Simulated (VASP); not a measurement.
Write the native input for VASP 6.6.1 that does the following.

| Quantity | Value |
| --- | --- |
| Task | density of states |
| Functional | PBE |
| Potentials or basis | VASP PAW PBE potentials, release 64 (Hf_pv, In_d, Se) |
| Cutoff | 520 eV |
| k mesh | 10 × 10 × 2 |
| Occupations | gaussian, width 0.1 eV |
| Spin | no spin polarisation |
| k mesh for the DOS | 15 × 15 × 3 |
| Occupations for the DOS | tetrahedron |
| Further INCAR settings | ALGO = Normal; EDIFF = 1e-06 |

HfIn2Se5:

```xyz
8
Lattice="3.9173 0.0000 0.0000 -1.9587 3.3925 0.0000 0.0000 0.0000 17.5259" Properties=species:S:1:pos:R:3 pbc="T T T"
Hf    0.0000    0.0000    0.0000
In    0.0000    2.2617    6.8594
In    1.9587    1.1308   10.6665
Se    1.9587    1.1308   16.0204
Se    0.0000    2.2617    1.5055
Se    1.9587    1.1308    5.4693
Se    0.0000    2.2617   12.0565
Se    0.0000    0.0000    8.7629
```

The cell was built by a generator and needn't be a form met in nature.

The input as run:

POSCAR

```
HfIn2Se5
1.0
    3.9172990000      0.0000000000      0.0000000000
   -1.9586500000      3.3924810000      0.0000000000
    0.0000000000      0.0000000000     17.5258800000
Hf In Se
1 2 5
Direct
    0.0000000000      0.0000000000      0.0000000000
    0.3333330000      0.6666670000      0.3913870000
    0.6666670000      0.3333330000      0.6086130000
    0.6666670000      0.3333330000      0.9140970000
    0.3333330000      0.6666670000      0.0859030000
    0.6666670000      0.3333330000      0.3120720000
    0.3333330000      0.6666670000      0.6879280000
    0.0000000000      0.0000000000      0.5000000000
```

INCAR.step1

```
SYSTEM = HfIn2Se5
  ALGO = Normal
  EDIFF = 1E-6
  ENCUT = 520
  GGA = PE
  ISIF = 2
  ISMEAR = 0
  KPAR = 4
  LASPH = .True.
  LCHARG = .True.
  LMAXMIX = 4
  LREAL = .False.
  LWAVE = .False.
  NELM = 80
  PREC = Accurate
  SIGMA = 0.1
```

KPOINTS.step1

```
k-points
0
Gamma
  10 10 2
  0 0 0
```

INCAR.step2

```
SYSTEM = HfIn2Se5
  ALGO = Normal
  EDIFF = 1E-6
  ENCUT = 520
  GGA = PE
  ICHARG = 11
  ISIF = 2
  ISMEAR = -5
  KPAR = 4
  LASPH = .True.
  LCHARG = .False.
  LMAXMIX = 4
  LORBIT = 11
  LREAL = .False.
  LWAVE = .False.
  NEDOS = 2001
  NELM = 80
  PREC = Accurate
  SIGMA = 0.1
```

KPOINTS.step2

```
k-points
0
Gamma
  15 15 3
  0 0 0
```

Potentials or basis: VASP PAW PBE potentials, release 64 (Hf_pv, In_d, Se).

The run is started by

```bash
$ cat potpaw_PBE.64/Hf_pv/POTCAR potpaw_PBE.64/In_d/POTCAR potpaw_PBE.64/Se/POTCAR > POTCAR
$ cp INCAR.step1 INCAR
$ cp KPOINTS.step1 KPOINTS
$ mpirun -np 4 vasp_std > vasp.out
$ cp INCAR.step2 INCAR
$ cp KPOINTS.step2 KPOINTS
$ mpirun -np 4 vasp_std > vasp.out
```

It gave:

* Valence electrons inside the program's atomic spheres: Hf 8.07; In 11.30; Se 3.89, 3.83, 3.82

Run time: 2.2 min on 4 MPI ranks on AMD EPYC 9R45 96-Core Processor (Zen 5), with other jobs on the host, peak memory 0.73 GiB a rank.
